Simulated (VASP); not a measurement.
# LiCl: exact exchange and RPA correlation, part 5 of 6

Wanted: where the RPA puts the energy minimum of LiCl. The scan starts from a database cell, scaled to the smallest volume of the series. The cell is of the rock-salt type, one of the forms listed for this formula. The start is a cell from a database of measured crystal structures.

VASP 6.6.1, plane waves and PAW; the level of theory is named at each step.

So far. Step 23 (Orbitals, volume ratio 1.03): The run ends at a pressure of -0.74 GPa. Step 24 (Exact exchange, volume ratio 1.03): The Hartree-Fock energy on these orbitals is -6.2945 eV an atom.

The database entry behind the starting cell differs from later determinations by our own check (0.1 to 0.3 % short, probably kX units), so it need not match the best structure at ambient conditions.

**26. RPA correlation, volume ratio 1.03**

This step: RPA correlation on PBE orbitals; plane waves and PAW (Cl_GW, Li_GW) (VASP 6.6.1).

RPA correlation at this point.

Input file INCAR:

```
SYSTEM = LiCl
PREC = Accurate
ENCUT = 300
ISMEAR = 0
SIGMA = 0.05
LREAL = .FALSE.
GGA = PE
NBANDS = 408
ALGO = ACFDT
ENCUTGW = 200
NOMEGA = 12
PRECFOCK = Fast
LWAVE = .FALSE.
LCHARG = .FALSE.
```

Input file POSCAR:

```
LiCl
1.0
    0.0000000000      2.5901654140      2.5901654140
    2.5901654140      0.0000000000      2.5901654140
    2.5901654140      2.5901654140      0.0000000000
Cl Li
1 1
Direct
    0.5000000000      0.5000000000      0.5000000000
    0.0000000000      0.0000000000      0.0000000000
```

Input file KPOINTS:

```
Automatic mesh
0
Gamma
4 4 4
0 0 0
```

PAW data sets: Cl_GW and Li_GW (PBE family, release 64).

The run is started by

```bash
mpirun -np 8 vasp_std
```

Output:

```text
[banner, memory and clock lines left out]
running    8 mpi-ranks, on    1 nodes
[...]
[... a notice as in an earlier step ...]

 LDA part: xc-table for (Slater+PW92), standard interpolation
 found WAVECAR, reading the header
 POSCAR, INCAR and KPOINTS ok, starting setup
[...]
reading WAVECAR
 the WAVECAR file was read successfully
 initial charge from wavefunction
 available memory per node:     84.11 GB, setting MAXMEM to     86127

 The Fermi energy was updated, please check that it is located mid-gap
 values below the HOMO (VB) or above the LUMO (CB) will cause erroneous energies
 E-fermi :   1.9634

 the WAVEDER file was read successfully
 set NWRITE>2 for more details about minimax calculation
 number of imaginary grid points requested:      12
 number of distinct grids requested:  1
 quadrature errors minimized for energies in [ 0.615E+01, 0.308E+03 ]
 bosonic grid (T=0, re) determined with error: 0.1684E-09
 bosonic grid (re): 0.1684E-09
[...]
NQ=   2    0.2500    0.0000    0.0000,
|.........|.........|.........|.........
 performed       2482000 updates of chi_q(r,r)
 total number of BLAS operations        988.20 Gflops
NQ=   3    0.5000    0.0000    0.0000,
|.........|.........|.........|.........
 performed       3723000 updates of chi_q(r,r)
 total number of BLAS operations       1504.34 Gflops
NQ=   4    0.2500    0.2500    0.0000,
|.........|.........|.........|.........
 performed       4964000 updates of chi_q(r,r)
 total number of BLAS operations       1976.19 Gflops
NQ=   5    0.5000    0.2500    0.0000,
|.........|.........|.........|.........
 performed       6205000 updates of chi_q(r,r)
 total number of BLAS operations       2469.93 Gflops
NQ=   6   -0.2500    0.2500    0.0000,
|.........|.........|.........|.........
 performed       7446000 updates of chi_q(r,r)
 total number of BLAS operations       2959.26 Gflops
NQ=   7    0.5000    0.5000    0.0000,
|.........|.........|.........|.........
 performed       8687000 updates of chi_q(r,r)
 total number of BLAS operations       3448.59 Gflops
NQ=   8   -0.2500    0.5000    0.2500,
|.........|.........|.........|.........
 performed       9928000 updates of chi_q(r,r)
 total number of BLAS operations       3946.77 Gflops
 entering main loop
```

The job ended after 32 s (8 MPI ranks of AMD EPYC 7R43, shared host; peak memory 1 GiB).

From OUTCAR (step 26):

```text
      cutoff energy     smooth cutoff   RPA   correlation   Hartree contr. to MP2
---------------------------------------------------------------------------------
            200.000           160.000      -10.6259963748      -15.2486850662
            190.476           152.381      -10.5417845065      -15.1546220746
            181.406           145.125      -10.4522307586      -15.0542753297
            172.768           138.214      -10.3568280368      -14.9469457861
            164.541           131.632      -10.2539967532      -14.8307694757
            156.705           125.364      -10.1465602556      -14.7088417121
            149.243           119.394      -10.0327261233      -14.5788945783
            142.136           113.709       -9.9120658750      -14.4403345703
  linear regression

[... 3 parts as in an earlier step ...]

[... 1 further part left out ...]
[key lines of the parts left out:]
E-fermi :   1.9634
```

Extrapolated by the program to an infinite response cutoff, the correlation energy is -5.8449 eV an atom, +10 meV against the point before. With exact exchange the total is -12.1394 eV an atom.

**27. Comparison: r2SCAN, volume ratio 1.03**

This step: r2SCAN; plane waves and PAW (Cl_GW, Li_GW) (VASP 6.6.1).

The comparison at this point.

Input file INCAR:

```
SYSTEM = LiCl
PREC = Accurate
ENCUT = 300
EDIFF = 1E-06
NELM = 100
ISMEAR = 0
SIGMA = 0.05
LREAL = .FALSE.
ALGO = Normal
METAGGA = R2SCAN
LASPH = .TRUE.
NBANDS = 10
LWAVE = .FALSE.
LCHARG = .FALSE.
KPAR = 8
```

POSCAR is that of step 26.

KPOINTS is that of step 26.

The run is started by

```bash
mpirun -np 8 vasp_std
```

Output:

```text
[... set-up lines as in an earlier step ...]
 entering main loop
       N       E                     dE             d eps       ncg     rms          rms(c)
DAV:   1     0.169347394254E+02    0.16935E+02   -0.34258E+03   160   0.471E+02
DAV:   2    -0.131215672031E+02   -0.30056E+02   -0.29641E+02   180   0.103E+02
DAV:   3    -0.143158007263E+02   -0.11942E+01   -0.11936E+01   208   0.253E+01
DAV:   4    -0.143282712602E+02   -0.12471E-01   -0.12463E-01   202   0.237E+00
[...]
DAV:  11    -0.124882523248E+02   -0.10726E-04   -0.96351E-07   186   0.898E-03    0.229E-03
DAV:  12    -0.124882511884E+02    0.11364E-05   -0.39162E-08   110   0.130E-03    0.105E-03
DAV:  13    -0.124882503575E+02    0.83084E-06   -0.12163E-08   106   0.863E-04
   1 F= -.12488250E+02 E0= -.12488250E+02  d E =-.298388E-11
```

It took 9.6 s on 8 MPI ranks; peak memory 0.81 GiB; 70 s of CPU time.

Parts of OUTCAR (step 27):

```text
  Total       -0.3101172     -0.3101172     -0.3101172     -0.0000000     -0.0000000     -0.0000000
  in kB      -14.2963107    -14.2963107    -14.2963107     -0.0000000     -0.0000000     -0.0000000
  external PRESSURE =     -14.2963107 kB  Pullay stress =       0.0000000 kB

 POSITION                                       TOTAL-FORCE (eV/Angst)
 -----------------------------------------------------------------------------------
      2.59017      2.59017      2.59017        -0.000000      0.000000     -0.000000
      0.00000      0.00000      0.00000         0.000000     -0.000000      0.000000
 -----------------------------------------------------------------------------------
    total drift:                               -0.000000     -0.000000      0.000000

  FREE ENERGIE OF THE ION-ELECTRON SYSTEM (eV)
  ---------------------------------------------------
  free  energy   TOTEN  =       -12.4882503575 eV

  energy  without entropy=      -12.4882503575  energy(sigma->0) =      -12.48825036

[... 2 parts as in an earlier step ...]

[... 1 further part left out ...]
[key lines of the parts left out:]
E-fermi :  -1.2758
```

Its energy is -6.2441 eV an atom, on a zero of its own.

**28. Orbitals for comparison: HSE06, volume ratio 1.03**

This step: PBE; plane waves and PAW (Cl_GW, Li_GW) (VASP 6.6.1).

Starting orbitals, as before.

Input file INCAR:

```
SYSTEM = LiCl
PREC = Accurate
ENCUT = 300
EDIFF = 1E-05
NELM = 100
ISMEAR = 0
SIGMA = 0.05
LREAL = .FALSE.
ALGO = Normal
GGA = PE
NBANDS = 10
LORBIT = 11
LWAVE = .TRUE.
LCHARG = .FALSE.
KPAR = 8
```

POSCAR is that of step 27.

KPOINTS is that of step 27.

The run is started by

```bash
mpirun -np 8 vasp_std
```

Output:

```text
[... set-up lines as in an earlier step ...]
 entering main loop
       N       E                     dE             d eps       ncg     rms          rms(c)
[... 10 cycles as in an earlier step ...]
DAV:  11    -0.736733479801E+01    0.71808E-06   -0.38351E-06   106   0.109E-02
   1 F= -.73673348E+01 E0= -.73673348E+01  d E =-.593881E-14
 writing wavefunctions
```

It took 2.2 s on 8 MPI ranks; peak memory 0.78 GiB; 11 s of CPU time.

OUTCAR, selected parts (step 28):

```text
  Total       -0.1565862     -0.1565862     -0.1565862     -0.0000000      0.0000000     -0.0000000
  in kB       -7.2185772     -7.2185772     -7.2185772     -0.0000000      0.0000000     -0.0000000
  external PRESSURE =      -7.2185772 kB  Pullay stress =       0.0000000 kB

 POSITION                                       TOTAL-FORCE (eV/Angst)
 -----------------------------------------------------------------------------------
      2.59017      2.59017      2.59017        -0.000000     -0.000000     -0.000000
      0.00000      0.00000      0.00000         0.000000      0.000000      0.000000
 -----------------------------------------------------------------------------------
    total drift:                               -0.000000     -0.000000      0.000000

  FREE ENERGIE OF THE ION-ELECTRON SYSTEM (eV)
  ---------------------------------------------------
  free  energy   TOTEN  =        -7.3673347980 eV

  energy  without entropy=       -7.3673347980  energy(sigma->0) =       -7.36733480

[... 2 parts as in an earlier step ...]

[... 1 further part left out ...]
[key lines of the parts left out:]
E-fermi :  -0.8571
```

The run ends at a pressure of -0.72 GPa.

**29. Comparison: HSE06, volume ratio 1.03**

This step: HSE06; plane waves and PAW (Cl_GW, Li_GW) (VASP 6.6.1).

The comparison at this point.

Input file INCAR:

```
SYSTEM = LiCl
PREC = Accurate
ENCUT = 300
EDIFF = 1E-06
NELM = 100
ISMEAR = 0
SIGMA = 0.05
LREAL = .FALSE.
ALGO = Normal
LHFCALC = .TRUE.
AEXX = 0.25
GGA = PE
HFSCREEN = 0.2
LASPH = .TRUE.
NBANDS = 10
PRECFOCK = Fast
LWAVE = .FALSE.
LCHARG = .FALSE.
KPAR = 8
```

POSCAR is that of step 28.

KPOINTS is that of step 28.

The run starts from files that an earlier step left in the folder.

The run is started by

```bash
mpirun -np 8 vasp_std
```

Output:

```text
[... set-up lines as in an earlier step ...]
 entering main loop
       N       E                     dE             d eps       ncg     rms          rms(c)
DAV:   1    -0.844937003225E+01   -0.84494E+01   -0.12469E-01   166   0.213E+00    0.154E-01
DAV:   2    -0.845016902267E+01   -0.79899E-03   -0.15851E-03   194   0.280E-01    0.113E-01
DAV:   3    -0.845004087145E+01    0.12815E-03   -0.42581E-05   214   0.562E-02    0.693E-02
DAV:   4    -0.844998910419E+01    0.51767E-04   -0.15416E-05   190   0.321E-02    0.419E-02
DAV:   5    -0.844997047015E+01    0.18634E-04   -0.63824E-06   198   0.209E-02    0.252E-02
DAV:   6    -0.844996373674E+01    0.67334E-05   -0.23078E-06   196   0.130E-02    0.152E-02
DAV:   7    -0.844996119156E+01    0.25452E-05   -0.89486E-07   180   0.828E-03    0.916E-03
DAV:   8    -0.844996019431E+01    0.99725E-06   -0.34176E-07   108   0.529E-03
   1 F= -.84499602E+01 E0= -.84499602E+01  d E =-.155390E-20
```

The job ended after 14 s (8 MPI ranks; peak memory 1.5 GiB; 1.7 min of CPU time).

Parts of OUTCAR (step 29):

```text
 POSITION                                       TOTAL-FORCE (eV/Angst)
 -----------------------------------------------------------------------------------
      2.59017      2.59017      2.59017         0.000000     -0.000000      0.000000
      0.00000      0.00000      0.00000        -0.000000      0.000000     -0.000000
 -----------------------------------------------------------------------------------
    total drift:                               -0.000002     -0.000009     -0.000004

  FREE ENERGIE OF THE ION-ELECTRON SYSTEM (eV)
  ---------------------------------------------------
  free  energy   TOTEN  =        -8.4499601943 eV

  energy  without entropy=       -8.4499601943  energy(sigma->0) =       -8.44996019

[... 2 parts as in an earlier step ...]

[... 1 further part left out ...]
[key lines of the parts left out:]
E-fermi :  -1.7705
```

Its energy is -4.2250 eV an atom, on a zero of its own.

**30. Orbitals, volume ratio 1.06**

This step: PBE; plane waves and PAW (Cl_GW, Li_GW) (VASP 6.6.1).

The same chain follows at a volume ratio of 1.06.

Input file INCAR:

```
SYSTEM = LiCl
PREC = Accurate
ENCUT = 300
EDIFF = 1E-08
NELM = 100
ISMEAR = 0
SIGMA = 0.05
LREAL = .FALSE.
ALGO = Normal
GGA = PE
NBANDS = 10
LORBIT = 11
LWAVE = .TRUE.
LCHARG = .FALSE.
KPAR = 8
```

Input file POSCAR:

```
LiCl
1.0
    0.0000000000      2.6150723786      2.6150723786
    2.6150723786      0.0000000000      2.6150723786
    2.6150723786      2.6150723786      0.0000000000
Cl Li
1 1
Direct
    0.5000000000      0.5000000000      0.5000000000
    0.0000000000      0.0000000000      0.0000000000
```

KPOINTS is that of step 29.

The run is started by

```bash
mpirun -np 8 vasp_std
```

Output:

```text
[... set-up lines as in an earlier step ...]
 entering main loop
       N       E                     dE             d eps       ncg     rms          rms(c)
DAV:   1     0.233918697957E+02    0.23392E+02   -0.35284E+03   160   0.469E+02
DAV:   2    -0.620835442720E+01   -0.29600E+02   -0.29186E+02   190   0.964E+01
DAV:   3    -0.741694333571E+01   -0.12086E+01   -0.12075E+01   212   0.242E+01
DAV:   4    -0.742811329973E+01   -0.11170E-01   -0.11169E-01   216   0.246E+00
[...]
DAV:  11    -0.736203521099E+01    0.73154E-06   -0.45985E-06   234   0.117E-02    0.189E-03
DAV:  12    -0.736203546441E+01   -0.25342E-06   -0.30853E-07   194   0.397E-03    0.218E-04
DAV:  13    -0.736203547078E+01   -0.63634E-08   -0.10984E-08   198   0.669E-04
   1 F= -.73620355E+01 E0= -.73620355E+01  d E =-.345804E-14
 writing wavefunctions
```

Run time: 2.6 s. Hardware: 8 MPI ranks; peak memory 0.79 GiB.

From OUTCAR (step 30):

```text
  Total       -0.3477737     -0.3477737     -0.3477737     -0.0000000      0.0000000      0.0000000
  in kB      -15.5785213    -15.5785213    -15.5785213     -0.0000000      0.0000000      0.0000000
  external PRESSURE =     -15.5785213 kB  Pullay stress =       0.0000000 kB

 POSITION                                       TOTAL-FORCE (eV/Angst)
 -----------------------------------------------------------------------------------
      2.61507      2.61507      2.61507         0.000000      0.000000     -0.000000
      0.00000      0.00000      0.00000        -0.000000     -0.000000      0.000000
 -----------------------------------------------------------------------------------
    total drift:                               -0.000000     -0.000000      0.000000

  FREE ENERGIE OF THE ION-ELECTRON SYSTEM (eV)
  ---------------------------------------------------
  free  energy   TOTEN  =        -7.3620354708 eV

  energy  without entropy=       -7.3620354708  energy(sigma->0) =       -7.36203547

[... 1 part as in an earlier step ...]

[... 2 further parts left out ...]
[key lines of the parts left out:]
E-fermi :  -1.0161
```

The run ends at a pressure of -1.56 GPa.

**31. Exact exchange, volume ratio 1.06**

This step: Hartree-Fock energy on PBE orbitals; plane waves and PAW (Cl_GW, Li_GW) (VASP 6.6.1).

Exact exchange at this point.

Input file INCAR:

```
SYSTEM = LiCl
PREC = Accurate
ENCUT = 300
ISMEAR = 0
SIGMA = 0.05
LREAL = .FALSE.
GGA = PE
NBANDS = 10
ALGO = Eigenval
NELM = 1
LHFCALC = .TRUE.
AEXX = 1
ALDAC = 0
AGGAC = 0
PRECFOCK = Normal
LWAVE = .FALSE.
LCHARG = .FALSE.
```

POSCAR is that of step 30.

KPOINTS is that of step 30.

The run starts from files that an earlier step left in the folder.

The run is started by

```bash
mpirun -np 8 vasp_std
```

Output:

```text
[... set-up lines as in an earlier step ...]
 entering main loop
       N       E                     dE             d eps       ncg     rms          rms(c)
EIG:   1    -0.125952214785E+02   -0.12595E+02    0.00000E+00     0   0.000E+00
   1 F= -.12595221E+02 E0= -.12595221E+02  d E =-.149761E-28
```

Run time: 5 s. Hardware: 8 MPI ranks; peak memory 0.63 GiB.

Parts of OUTCAR (step 31):

```text
 POSITION                                       TOTAL-FORCE (eV/Angst)
 -----------------------------------------------------------------------------------
      2.61507      2.61507      2.61507         0.000000      0.000000      0.000000
      0.00000      0.00000      0.00000         0.000000      0.000000      0.000000
 -----------------------------------------------------------------------------------
    total drift:                               -0.000000     -0.000000     -0.000000

  FREE ENERGIE OF THE ION-ELECTRON SYSTEM (eV)
  ---------------------------------------------------
  free  energy   TOTEN  =       -12.5952214785 eV

  energy  without entropy=      -12.5952214785  energy(sigma->0) =      -12.59522148

[... 2 parts as in an earlier step ...]

[... 1 further part left out ...]
[key lines of the parts left out:]
E-fermi :  -0.8879
```

The Hartree-Fock energy on these orbitals is -6.2976 eV an atom.

**32. Empty bands, volume ratio 1.06**

This step: PBE; plane waves and PAW (Cl_GW, Li_GW) (VASP 6.6.1).

The empty bands are made again, for the run that follows.

Input file INCAR:

```
SYSTEM = LiCl
PREC = Accurate
ENCUT = 300
ISMEAR = 0
SIGMA = 0.05
LREAL = .FALSE.
GGA = PE
NBANDS = 440
ALGO = Exact
NELM = 1
LWAVE = .TRUE.
LCHARG = .FALSE.
LOPTICS = .TRUE.
NEDOS = 1000
CSHIFT = 0.1
```

POSCAR is that of step 31.

KPOINTS is that of step 31.

The run is started by

```bash
mpirun -np 8 vasp_std
```

Output:

```text
[banner, memory and clock lines left out]
running    8 mpi-ranks, on    1 nodes
[...]
[... a notice as in an earlier step ...]

 LDA part: xc-table for (Slater+PW92), standard interpolation
 found WAVECAR, reading the header
  number of bands has changed, file:    10 present:   440
  trying to continue reading WAVECAR, but it might fail
 POSCAR, INCAR and KPOINTS ok, starting setup
[...]
reading WAVECAR
 random initialization beyond band           10
 the WAVECAR file was read successfully
 initial charge from wavefunction
 entering main loop
       N       E                     dE             d eps       ncg     rms          rms(c)
DIA:   1    -0.736203545707E+01   -0.73620E+01    0.00000E+00     0   0.000E+00
   1 F= -.73620355E+01 E0= -.73620355E+01  d E =-.130641E-16
 writing wavefunctions
 optical routines
 imaginary and real dielectric function
 recalculating local potential from charge density
 direction            1
 direction            2
 direction            3
```

It took 2.8 s on 8 MPI ranks; peak memory 0.68 GiB; 17 s of CPU time.

Parts of OUTCAR (step 32):

```text
  Total       -0.3477802     -0.3477802     -0.3477802     -0.0000000     -0.0000000      0.0000000
  in kB      -15.5788119    -15.5788119    -15.5788119     -0.0000000     -0.0000000      0.0000000
  external PRESSURE =     -15.5788119 kB  Pullay stress =       0.0000000 kB

  FREE ENERGIE OF THE ION-ELECTRON SYSTEM (eV)
  ---------------------------------------------------
  free  energy   TOTEN  =        -7.3620354571 eV

  energy  without entropy=       -7.3620354571  energy(sigma->0) =       -7.36203546

[... 2 parts as in an earlier step ...]

[... 2 further parts left out ...]
[key lines of the parts left out:]
E-fermi :  -0.9904
```

WAVECAR now holds 440 bands for 8 electrons.

(Part 5 of 6 ends here.)

[Lines on the potential files, build, host, timing and source positions are cut from VASP's logs without a mark.]

[Logs are printed without paths, hosts, clocks, repeated set-up lines and the standing remarks that a program may print on its own settings, such as how far it seeks lower states.]

[Hosts, paths, dates, database ids (printed as entryN), source tags and the programs' standing remarks are cut or masked in the printed files.]

[Pressures printed for these runs are not shown converged in the cutoff: they can be off by several GPa and have the wrong sign.]
